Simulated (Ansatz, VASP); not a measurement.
**Cross-check of SiO2 (Stishovite) between VASP and Ansatz**

One calculation is typed for both programs; each brings its own data sets. How far apart do they land? The cell is taken from a series of runs on this material, whose earlier steps may have relaxed, scaled, displaced or heated it; both programs get it as it stands.

Calculated with Ansatz 0.2.0; plane waves, with VASP 6.6.1 beside it; G0W0 gap at PBE0 form with 10 % exact exchange with an exact-exchange share of 0.1.

## 1. Starting point

It takes space group P4_2/mnm (No. 136, tetragonal). Conventional cell: a = 4.177 Å, b = 4.177 Å, c = 2.665 Å, α = 90.00°, β = 90.00°, γ = 90.00°. Nearest to Si lie 6 O at 1.76 to 1.81 Å. O has 3 Si at 1.76 to 1.81 Å nearest. Farther neighbours and most contacts between anions are not listed.

Structure file:

```cif
data_structure
_symmetry_space_group_name_H-M 'P4_2/mnm'
_symmetry_Int_Tables_number 136
_cell_length_a 4.1773
_cell_length_b 4.1773
_cell_length_c 2.6652
_cell_angle_alpha 90.000
_cell_angle_beta 90.000
_cell_angle_gamma 90.000
_cell_volume 46.51
loop_
_atom_site_label
_atom_site_type_symbol
_atom_site_symmetry_multiplicity
_atom_site_Wyckoff_symbol
_atom_site_fract_x
_atom_site_fract_y
_atom_site_fract_z
_atom_site_occupancy
Si1 Si 2 a 0.00000 0.00000 0.00000 1
O1 O 4 f 0.30590 0.30590 0.00000 1
```

## 2. Ansatz: G0W0 gap, PBE0 form with 10 % exact exchange with an exact-exchange share of 0.1

Ansatz runs on its PAW soft_1 files.

Quasiparticle shifts depend on high empty states and on the cores, so they are the hardest test of two PAW sets.

input.yaml

```yaml
crystal:
  lattice:
    - [4.1773, 0.0, 0.0]
    - [0.0, 4.1773, 0.0]
    - [0.0, 0.0, 2.6652]
  atoms:
    - { symbol: Si, position: [0.0, 0.0, 0.0] }
    - { symbol: Si, position: [0.5, 0.5, 0.5] }
    - { symbol: O, position: [0.3059, 0.3059, 0.0] }
    - { symbol: O, position: [0.1941, 0.8059, 0.5] }
    - { symbol: O, position: [0.6941, 0.6941, 0.0] }
    - { symbol: O, position: [0.8059, 0.1941, 0.5] }
kpoints:
  mp_grid: { grid: [4, 4, 6] }
hamiltonian:
  xc: { exchange: pbe, correlation: pbe, exx: { coeff: 0.1 } }
  pseudopotentials: { kind: paw, azcp: { folder: soft_1 } }
scf:
  occupations: { method: fixed }
gw:
  n_empty_bands: 194
  ecut_chi: 150.0
  qp_bands: [v2, c2]
  qp_kpoints: band_edges
  screening: { model: contour_deformation }
```

Launch:

```
ansatz run input.yaml --threads 3 --pin off --max-ram 92160MiB --backend cuda --events-out ev --progress --plain --runs-dir out --devices 1 --max-vram 13GiB
```

Numbers of over 12 decimals in the logs are rounded to 6 here.

Log:

```text
GPUs: using 1 of 1 available (devices: 1).
Engine: ansatz 0.2.0, x86_64-unknown-linux-gnu
Pseudopotentials: kind: paw
Pseudopotential: Si, paw, valence charge 4, recommended cutoff 420 eV (normal), soft_1/Si.paw.azcp
Pseudopotential: O, paw, valence charge 6, recommended cutoff 420 eV (normal), soft_1/O.paw.azcp
Functional definition: unnamed
  parameter a_1 = 0.1
  exchange = (1 - a_1)*pbe_x + a_1*exact_x
  correlation = pbe_c
davidson cushion auto → on  (no smearing: the cushion is to keep the highest requested band from converging to the state above it; pin scf.eigensolver.cushion to override)
device memory: the entry about to start is reckoned to put 0.6 GiB on a device that reports 32.4 GiB free (of which the cap on the GPU budget leaves the run 13.0 GiB)
GPU FFT provider: cuFFT
GPU libraries: cuBLAS 13.8.2, cuFFT 12.4.0, cuSOLVER 12.3.4
Crystal: 6 atoms, lattice volume = 46.507 Å³
Basis set: ecut = 420 eV, 913 PW (Γ)
Bands: 22, of which v1, the nominal top of the filled ones, is band 16 counted from 1 (15 counted from 0)
Symmetry: 16 space group operations
Space group: P42/mnm (ITA 136), of the structure as read, at distance tolerance 3.6e-5 Å
k-points: 24 of 96
Non-local potential: Si, projectors of the file, l = 0: 2, l = 1: 2, l = 2: 1
Non-local potential: O, projectors of the file, l = 0: 2, l = 1: 2, l = 2: 1
PAW form: soft (Blöchl's): semilocal exchange-correlation on the pseudo side does not see the compensation charge
PAW frozen core: Si, regenerated for the run's functional, and the local potential with it (the file was generated under x = pbe(κ = 0.804, μ = 0.219515), c = pbe(β = 0.066725))
PAW frozen core: O, regenerated for the run's functional, and the local potential with it (the file was generated under x = pbe(κ = 0.804, μ = 0.219515), c = pbe(β = 0.066725))
PAW one-centre angular grid: Si, 110 points (default); XC on 64 Gauss nodes
PAW one-centre angular grid: O, 110 points (default); XC on 64 Gauss nodes
Initial density: superposition of atomic densities (chi_scale 0.1, normalization cell, long waves kept (reshape's long-wave potential 0.00 eV rms))
Initial wavefunctions: pseudopotential atomic-orbital guess
GPU buffer pool allocated for 16200 grid points (all kernels)
GPU transforms: local potential and band sums: pruned to the plane-wave sphere, on 27×27×18
Functional: x = pbe(κ = 0.804, μ = 0.219515), c = pbe(β = 0.066725), warm-up for x = 0.9 pbe(κ = 0.804, μ = 0.219515) + 0.1 exact, c = pbe(β = 0.066725)
SCF iter   1: F=—  HF=-3549.189184 eV  |F-HF|=—  |Δ(HF+E_count)|=         —  Δρ=1.50e-1  dr2=8.35e0  ethr=1.00e-1  ⟨swp⟩=5.2  Hψ=1908  notcnv=0
preconditioner: auto → none  [insulator: Δε(μ)=6.763 eV  Ē_g=19.737 eV  n_scr=10 (ndim 8)  ℏωp=30.8 eV  f_vac=0.000]
iter 2 solved again at ethr=2.20e-3 eV; its pass at ethr=2.61e-2 eV (dr2=7.04e-1 eV) is discarded
SCF iter   2: F=—  HF=-3547.100054 eV  |F-HF|=—  |Δ(HF+E_count)|=    2.09e0  Δρ=6.50e-2  dr2=7.10e-1  ethr=2.20e-3  ⟨swp⟩=3.1  Hψ=2718  notcnv=0  defer=3
SCF iter   3: F=—  HF=-3546.956388 eV  |F-HF|=—  |Δ(HF+E_count)|=   1.44e-1  Δρ=2.40e-2  dr2=8.88e-2  ethr=2.20e-3  ⟨swp⟩=3.0  Hψ=1234  notcnv=0
SCF iter   4: F=—  HF=-3546.993494 eV  |F-HF|=—  |Δ(HF+E_count)|=   3.71e-2  Δρ=3.23e-3  dr2=4.29e-3  ethr=2.78e-4  ⟨swp⟩=3.2  Hψ=1331  notcnv=0
SCF iter   5: F=-3546.992622 eV  HF=-3546.992622 eV  |F-HF|=6.98e-8  |Δ(HF+E_count)|=   8.72e-4  Δρ=2.43e-4  dr2=1.02e-5  ethr=1.34e-5  ⟨swp⟩=3.8  Hψ=1507  notcnv=0  defer=4
SCF 1 stopped early in 5 iterations: F = -3546.992622 eV  dr2 = 1.02e-5
  greatest PAW one-centre occupation: 0.860 electrons in one spin orbital (limit 2), on the O atom at site 5 (counted from 0), in its partial waves of l = 0
device memory: the entry about to start is reckoned to put 1.1 GiB on a device that reports 32.3 GiB free (of which the cap on the GPU budget leaves the run 13.0 GiB)
GPU FFT provider: cuFFT
GPU libraries: cuBLAS 13.8.2, cuFFT 12.4.0, cuSOLVER 12.3.4
Initial density: handed on by an earlier stage of this run
Initial wavefunctions: those handed on with the density
GPU buffer pool allocated for 16200 grid points (all kernels)
GPU transforms: local potential and band sums: pruned to the plane-wave sphere, on 27×27×18
Functional: x = 0.9 pbe(κ = 0.804, μ = 0.219515) + 0.1 exact, c = pbe(β = 0.066725)
Exchange kernel: α = 0.1000, full range, Wigner–Seitz truncation, v(0) = 9290.6641 eV·Å³, q-mesh 4×4×6, nearest image of the exchange supercell L = 15.99 Å, pair-density grid 30×30×18, without the augmentation charges, whose exchange is taken in its separable form by FFT convolution over the k-point mesh (the finest that the files' search goes to), smooth part of the exact exchange by density-matrix convolution in up to 1.22 GiB of GPU memory as planned if the GPU has room (build and FFT work areas not counted)
Frozen-core exchange: fock
SCF iter   1: F=—  HF=-3547.585632 eV  |F-HF|=—  |Δ(HF+E_count)|=         —  Δρ=3.82e-3  dr2=4.76e-3  ethr=3.19e-7  ⟨swp⟩=8.4  Hψ=3007  notcnv=0
preconditioner: auto → none  [insulator: Δε(μ)=6.807 eV  Ē_g=20.256 eV  n_scr=10 (ndim 8)  ℏωp=30.8 eV  f_vac=0.000]
SCF iter   2: F=—  HF=-3547.584219 eV  |F-HF|=—  |Δ(HF+E_count)|=   1.41e-3  Δρ=1.51e-3  dr2=1.42e-3  ethr=3.19e-7  ⟨swp⟩=4.5  Hψ=2016  notcnv=0
[...]
the search or the solves at the SCF's close seem to have found levels that the self-consistency loop had missed (the run counts 1). By its estimate they hold under 1e-12 electrons; where the run keeps them, the occupations were computed again with them
device memory: the entry about to start is reckoned to put 1.1 GiB on a device that reports 32.6 GiB free (of which the cap on the GPU budget leaves the run 13.0 GiB)
NSCF: frozen V_eff on 24 k-points
Exchange-term sweep: 0 of 24 (spin, k) points
Exchange-term sweep: 2 of 24 (spin, k) points
Exchange-term sweep: 3 of 24 (spin, k) points
Exchange-term sweep: 4 of 24 (spin, k) points
Exchange-term sweep: 5 of 24 (spin, k) points
Exchange-term sweep: 6 of 24 (spin, k) points
Exchange-term sweep: 8 of 24 (spin, k) points
Exchange-term sweep: 9 of 24 (spin, k) points
Exchange-term sweep: 10 of 24 (spin, k) points
Exchange-term sweep: 11 of 24 (spin, k) points
Exchange-term sweep: 12 of 24 (spin, k) points
Exchange-term sweep: 14 of 24 (spin, k) points
Exchange-term sweep: 15 of 24 (spin, k) points
Exchange-term sweep: 16 of 24 (spin, k) points
Exchange-term sweep: 17 of 24 (spin, k) points
Exchange-term sweep: 18 of 24 (spin, k) points
Exchange-term sweep: 20 of 24 (spin, k) points
Exchange-term sweep: 21 of 24 (spin, k) points
Exchange-term sweep: 22 of 24 (spin, k) points
Exchange-term sweep: 23 of 24 (spin, k) points
Exchange-term sweep: 24 of 24 (spin, k) points
G₀W₀ screening: q 1/24
[... further progress lines ...]
hybrid SCF converged: 2 outer / 7 inner (+5 warm-up), last move |dexx| = 2.69e-8 eV, tail = 1.60e-8 eV
Stability not checked: this state was not tested for a lower state beside it, because the functional holds exact exchange (a hybrid, or Hartree-Fock), whose exchange loop this test does not read (fock_operator; see scf.lower_state_search)
Free energy (F): -3547.584810 eV
Frozen-core exchange: fock
Harris-Foulkes:  -3547.584810 eV  (|F-HF|=2.70e-9)
Internal energy: -3547.584810 eV  (E = F + TS)
E sigma→0 (E₀):  -3547.584810 eV
Fermi energy:    9.861130 eV
--- Per-component energies (eV) ---
  E_band       = 36.636731
  E_kinetic    = 790.441064
  E_local      = -1202.495661  (includes V_loc(G=0)·N_el)
  E_nonlocal   = 247.861175
  E_hartree    = 441.827348
  E_xc         = -369.050527
  E_vxc        = -428.039884  (∫ρ·V_xc dr)
  E_exx        = -42.387460  (= α·E_x^exact, valence–valence)
  E_paw        = -1673.507177  (= ΣΔE_a)
  E_vpaw       = -170.010933  (= ΣTr[D̂ρ^β])
  E_aug_tail   = 0.003164  (compensation charges beyond the density's cutoff)
  E_ewald      = -1740.190554
  E_core_change = -0.086181  (= ΣΔE_core)
  E_smearing   = -0.000000  (= −TS)
  E_closure    = -0.000000  (closes the sum)
  Σ components = -3547.584810   (vs F -3547.584810, Δ=4.55e-13)
--- Band table (eV; the first three rows and the last of 24) ---
  k-point 0: bands = [... 12 lower, 7.3928, 8.9980, 8.9980, 9.8611, 16.6432, 17.7224, 19.5494, 19.5494]
  k-point 1: bands = [... 12 lower, 6.2400, 8.7112, 8.7112, 9.5082, 17.8210, 19.5758, 21.0701, 21.0701]
  k-point 2: bands = [... 12 lower, 5.0221, 7.8559, 7.8559, 8.3912, 19.0763, 21.5453, 21.8668, 23.4929]
  k-point 23: bands = [... 12 lower, 8.0789, 8.0789, 8.2547, 8.2547, 18.2456, 18.2456, 22.0875, 22.0875]
  guard bands above this table: 2 of the run's 22 bands. The solve was not asked for them (output.publish_guard_bands: true or output.eigenvalues: true publishes all)
--- G₀W₀: contour deformation, 5 samples at zero and on the imaginary axis and 2 off it, 96 q-points, 194 empty bands' worth ---
  eigenvalues of the whole cell's RPA ε∞ on this k-mesh (on a slab, of 1 + 4πα/V) = 3.0096, 3.0096, 3.1625; static W/v taken at q = 0 is 0.326523
  gw.qp_kpoints: band_edges: 5 of 24 stored k-points solved, in 1 pass; an edge of the gap read off the rows below is read off those points alone
    valence top: of the k-points left out ik 5 came nearest to being solved in a further pass, in band 16 (counted from 1, as in the quasiparticle table): it holds the edge there only if its correction is more favourable than any solved in that band by at least 0.610 eV; those differ by 0.281 eV
    conduction bottom: of the k-points left out ik 12 came nearest to being solved in a further pass, in band 17 (counted from 1, as in the quasiparticle table): it holds the edge there only if its correction is more favourable than any solved in that band by at least 1.192 eV; those differ by 0.144 eV
    ik  band        ε_KS         Σx   Σc(E_QP)       V_xc       Z   E_QP_lin       E_QP  E_QP is
     0    15      8.9980   -27.8039     4.2125   -22.7489  0.8273     8.1521     8.1555  root
     0    16      9.8611   -28.2746     4.4807   -22.9700  0.8247     9.0338     9.0372  root
     0    17     16.6432   -13.7038    -4.2810   -19.3127  0.8566    17.9775    17.9712  root
     0    18     17.7224    -7.6428    -4.4276   -13.0746  0.8720    18.7302    18.7266  root
     1    15      8.7112   -27.6043     4.2575   -22.4640  0.8266     7.8245     7.8283  root
     1    16      9.5082   -27.9629     4.5104   -22.5735  0.8243     8.6252     8.6291  root
     1    17     17.8210   -14.0356    -4.3789   -19.8866  0.8516    19.3014    19.2931  root
     1    18     19.5758    -9.1458    -4.6298   -15.0311  0.8604    20.8378    20.8314  root
     4    15      8.8871   -27.7302     4.2613   -22.6048  0.8266     8.0194     8.0230  root
     4    16      9.3942   -27.8290     4.4531   -22.4995  0.8245     8.5140     8.5178  root
     4    17     17.5426   -13.7192    -4.3162   -19.4283  0.8536    18.9426    18.9354  root
     4    18     18.2609    -8.1740    -4.4867   -13.7381  0.8686    19.3426    19.3382  root
    20    15      7.5125   -26.6921     4.6824   -20.9044  0.8196     6.4001     6.4072  root
    20    16      7.5125   -26.6921     4.6824   -20.9044  0.8196     6.4001     6.4072  root
    20    17     18.5081   -10.8354    -4.6111   -16.7775  0.8586    19.8462    19.8392  root
    20    18     18.5081   -10.8354    -4.6111   -16.7775  0.8586    19.8462    19.8392  root
    23    15      8.2547   -27.4470     4.6598   -21.7755  0.8210     7.2373     7.2430  root
    23    16      8.2547   -27.4470     4.6598   -21.7755  0.8210     7.2373     7.2430  root
    23    17     18.2456   -11.6715    -4.4639   -17.5144  0.8593    19.6317    19.6246  root
    23    18     18.2456   -11.6715    -4.4639   -17.5144  0.8593    19.6317    19.6246  root
```

[end of part 1 of 2]

[Lines on the potential files, build, host, timing and source positions are cut from VASP's logs without a mark.]

[Logs are printed without paths, hosts, clocks, repeated set-up lines and the standing remarks that a program may print on its own settings, such as how far it seeks lower states.]

[Hosts, paths, dates, database ids (printed as entryN), source tags and the programs' standing remarks are cut or masked in the printed files.]
